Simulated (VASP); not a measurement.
Output of a VASP run:

OUTCAR:
```
 ion  position               nearest neighbor table
   1  0.000  0.000  0.000-   3 2.38   3 2.38   3 2.38   2 2.38   2 2.38   2 2.38   3 2.38   2 2.38
  LATTYP: Found a face centered cubic cell.
 ALAT       =     5.4927357456
 Subroutine PRICEL returns:
 Original cell was already a primitive cell.
 Subroutine GETGRP returns: Found 48 space group operations
The static configuration has the point symmetry O_h .
The dynamic configuration has the point symmetry O_h .
 Subroutine INISYM returns: Found 48 space group operations
 Subroutine IBZKPT returns following result:
 Found     29 irreducible k-points:

 Following reciprocal coordinates:
            Coordinates               Weight
  0.000000  0.000000  0.000000      1.000000
  0.125000  0.000000  0.000000      8.000000
  0.250000  0.000000  0.000000      8.000000
  0.375000  0.000000  0.000000      8.000000
  0.500000  0.000000  0.000000      4.000000
  0.125000  0.125000  0.000000      6.000000
  0.250000  0.125000  0.000000     24.000000
  0.375000  0.125000  0.000000     24.000000
  0.500000  0.125000  0.000000     24.000000
 -0.375000  0.125000  0.000000     24.000000
 -0.250000  0.125000  0.000000     24.000000
 -0.125000  0.125000  0.000000     12.000000
  0.250000  0.250000  0.000000      6.000000
  0.375000  0.250000  0.000000     24.000000
  0.500000  0.250000  0.000000     24.000000
 -0.375000  0.250000  0.000000     24.000000
 -0.250000  0.250000  0.000000     12.000000
  0.375000  0.375000  0.000000      6.000000
  0.500000  0.375000  0.000000     24.000000
 -0.375000  0.375000  0.000000     12.000000
  0.500000  0.500000  0.000000      3.000000
  0.375000  0.250000  0.125000     24.000000
  0.500000  0.250000  0.125000     48.000000
 -0.375000  0.250000  0.125000     24.000000
  0.500000  0.375000  0.125000     24.000000
 -0.375000  0.375000  0.125000     48.000000
 -0.250000  0.375000  0.125000     24.000000
 -0.375000  0.500000  0.125000     12.000000
 -0.250000  0.500000  0.250000      6.000000
   k-points           NKPTS =     29   k-points in BZ     NKDIM =     29   number of bands    NBANDS=     16
   number of dos      NEDOS =    601   number of ions     NIONS =      3
   total plane-waves  NPLWV =  27000
   dimension x,y,z NGX =    30 NGY =   30 NGZ =   30
   dimension x,y,z NGXF=    60 NGYF=   60 NGZF=   60
   ions per type =               1   2
   PREC   = accura    normal or accurate (medium, high low for compatibility)
   ISTART =      0    job   : 0-new  1-cont  2-samecut
   ICHARG =      2    charge: 1-file 2-atom 10-const
   ISPIN  =      1    spin polarized calculation?
   LNONCOLLINEAR =      F non collinear calculations
   LSORBIT =      F    spin-orbit coupling
   INIWAV =      1    electr: 0-lowe 1-rand  2-diag
   ENCUT  =  520.0 eV  38.22 Ry    6.18 a.u.   7.22  7.22  7.22*2*pi/ulx,y,z
   NELM   =    100;   NELMIN=  2; NELMDL= -5     # of ELM steps
   EDIFF  = 0.1E-06   stopping-criterion for ELM
   LREAL  =      F    real-space projection
   NLSPLINE    = F    spline interpolate recip. space projectors
   LMAXMIX     =    6 max onsite mixed and CHGCAR
   VOSKOWN=      0    Vosko Wilk Nusair interpolation
   EDIFFG = 0.1E-05   stopping-criterion for IOM
   NSW    =      0    number of steps for IOM
   NBLOCK =      1;   KBLOCK =      1    inner block; outer block
   IBRION =     -1    ionic relax: 0-MD 1-quasi-New 2-CG
   NFREE  =      0    steps in history (QN), initial steepest desc. (CG)
   ISIF   =      2    stress and relaxation
   ISYM   =      2    0-nonsym 1-usesym 2-fastsym
   TEIN   =    0.0    initial temperature
   TEBEG  =    0.0;   TEEND  =   0.0 temperature during run
   SMASS  =  -3.00    Nose mass-parameter (am)
   PSTRESS=    0.0 pullay stress
   NELECT =      24.0000    total number of electrons
   EFERMI =   0.00;   METHOD = LEGACY
   ISMEAR =    -5;   SIGMA  =   0.20  broadening in eV -4-tet -1-fermi 0-gaus
   IALGO  =     38    algorithm
   LDIAG  =      T    sub-space diagonalisation (order eigenvalues)
...
```

### OSZICAR
```
       N       E                     dE             d eps       ncg     rms          rms(c)
DAV:   1     0.225155089569E+03    0.22516E+03   -0.11607E+04   944   0.197E+03
DAV:   2     0.606291666299E+01   -0.21909E+03   -0.21100E+03  1488   0.300E+02
DAV:   3    -0.289701410100E+02   -0.35033E+02   -0.34628E+02  1168   0.141E+02
DAV:   4    -0.306083311653E+02   -0.16382E+01   -0.16380E+01  1448   0.329E+01
DAV:   5    -0.306714660724E+02   -0.63135E-01   -0.63130E-01  1496   0.639E+00    0.278E+01
DAV:   6    -0.292221968118E+02    0.14493E+01   -0.10294E+02  1368   0.588E+01    0.313E+01
DAV:   7    -0.273545081667E+02    0.18677E+01   -0.23814E+02  1472   0.135E+02    0.198E+01
DAV:   8    -0.267171592505E+02    0.63735E+00   -0.40337E+00  1128   0.219E+01    0.137E+01
DAV:   9    -0.252508713743E+02    0.14663E+01   -0.65241E+00  1384   0.211E+01    0.230E+00
DAV:  10    -0.251974025393E+02    0.53469E-01   -0.24924E-01  1616   0.450E+00    0.167E+00
DAV:  11    -0.251608734118E+02    0.36529E-01   -0.56612E-02  1440   0.229E+00    0.136E+00
DAV:  12    -0.251191626840E+02    0.41711E-01   -0.17969E-01  1376   0.404E+00    0.651E-01
DAV:  13    -0.251241647000E+02   -0.50020E-02   -0.13155E-01  1464   0.316E+00    0.992E-01
DAV:  14    -0.251194191365E+02    0.47456E-02   -0.82485E-02  1440   0.258E+00    0.255E-01
DAV:  15    -0.251192619999E+02    0.15714E-03   -0.11277E-02  1400   0.101E+00    0.146E-01
DAV:  16    -0.251190710381E+02    0.19096E-03   -0.29535E-03  1248   0.547E-01    0.352E-02
DAV:  17    -0.251190738935E+02   -0.28553E-05   -0.45122E-04  1416   0.209E-01    0.255E-02
DAV:  18    -0.251190743296E+02   -0.43612E-06   -0.10537E-05  1376   0.208E-02    0.271E-02
DAV:  19    -0.251190656734E+02    0.86562E-05   -0.52270E-05  1472   0.659E-02    0.402E-03
DAV:  20    -0.251190649448E+02    0.72855E-06   -0.44043E-06  1528   0.193E-02    0.412E-03
DAV:  21    -0.251190648447E+02    0.10009E-06   -0.12513E-07   824   0.308E-03    0.364E-03
DAV:  22    -0.251190647534E+02    0.91307E-07   -0.46633E-07  1080   0.562E-03
   1 F= -.25119065E+02 E0= -.25119065E+02  d E =0.000000E+00
```

**OUTCAR**
```
------------------------ aborting loop because EDIFF is reached ----------------------------------------
  FORCE on cell =-STRESS in cart. coord.  units (eV):
  Direction    XX          YY          ZZ          XY          YZ          ZX
  --------------------------------------------------------------------------------------
  Total        0.0243666      0.0243666      0.0243666      0.0000000      0.0000000     -0.0000000
  in kB        0.9423204      0.9423204      0.9423204      0.0000000      0.0000000     -0.0000000
  external PRESSURE =       0.9423204 kB  Pullay stress =       0.0000000 kB
  volume of cell :       41.43
      direct lattice vectors                 reciprocal lattice vectors
     0.000000000  2.746367873  2.746367873    -0.182058640  0.182058640  0.182058640
     2.746367873  0.000000000  2.746367873     0.182058640 -0.182058640  0.182058640
     2.746367873  2.746367873  0.000000000     0.182058640  0.182058640 -0.182058640
 POSITION                                       TOTAL-FORCE (eV/Angst)
 -----------------------------------------------------------------------------------
      0.00000      0.00000      0.00000         0.000000      0.000000      0.000000
      1.37318      1.37318      1.37318         0.000000      0.000000      0.000000
      4.11955      4.11955      4.11955        -0.000000     -0.000000     -0.000000
 -----------------------------------------------------------------------------------
    total drift:                                0.000000     -0.000000      0.000000
  FREE ENERGIE OF THE ION-ELECTRON SYSTEM (eV)
  ---------------------------------------------------
  free  energy   TOTEN  =       -25.1190647534 eV

  energy  without entropy=      -25.1190647534  energy(sigma->0) =      -25.11906475

 total charge

# of ion       s       p       d       f       tot
--------------------------------------------------
    1        2.021   5.811   0.835   0.946   9.613
    2        1.578   3.429   0.000   0.000   5.007
    3        1.578   3.429   0.000   0.000   5.007
--------------------------------------------------
tot          5.177  12.669   0.835   0.946  19.628

 Electric field gradients after diagonalization (V/A^2)
 (convention: |V_zz| > |V_xx| > |V_yy|)
----------------------------------------------------------------------
 ion       V_xx      V_yy      V_zz     asymmetry (V_yy - V_xx)/ V_zz
----------------------------------------------------------------------
   1      -0.000    -0.000     0.001       0.000
   2       0.001     0.001    -0.002       0.000
   3       0.001     0.001    -0.002       0.000
```
(Selected blocks of OUTCAR.)

File POSCAR:
```
CeO2
1
    0.0000000000     2.7463678728     2.7463678728
    2.7463678728     0.0000000000     2.7463678728
    2.7463678728     2.7463678728     0.0000000000
Ce O
1 2
Direct
  0.0000000000   0.0000000000   0.0000000000
  0.2500000000   0.2500000000   0.2500000000
  0.7500000000   0.7500000000   0.7500000000
```

### Question
Write an INCAR and KPOINTS that could have produced this output.

### Answer
One answer among several that fit: the input of the run itself, revPBE GGA, plane waves, VASP's PBE PAW potentials (set 64).

**INCAR**
```
# general
SYSTEM  = CeO2
PREC    = Accurate
ENCUT   = 520
LREAL   = .FALSE.
LASPH   = .TRUE.

# electronic loop
EDIFF   = 1E-7
NELM    = 100
ALGO    = Normal
LMAXMIX = 6

# smearing
ISMEAR  = -5

# functional
GGA     = RE

# ions
ISIF    = 2

# output
LWAVE   = .FALSE.
LCHARG  = .TRUE.
LORBIT  = 11
NEDOS   = 601

# other
LEFG    = .TRUE.
```

**KPOINTS**
```
Automatic mesh
0
Gamma
8 8 8
0 0 0
```

POTCAR, in this order: Ce O (PBE.64 set). Program: vasp_std.

The compound is CeO2 in the fluorite structure. It was relaxed first. The run is not spin-polarised, so no magnetic state was tried.
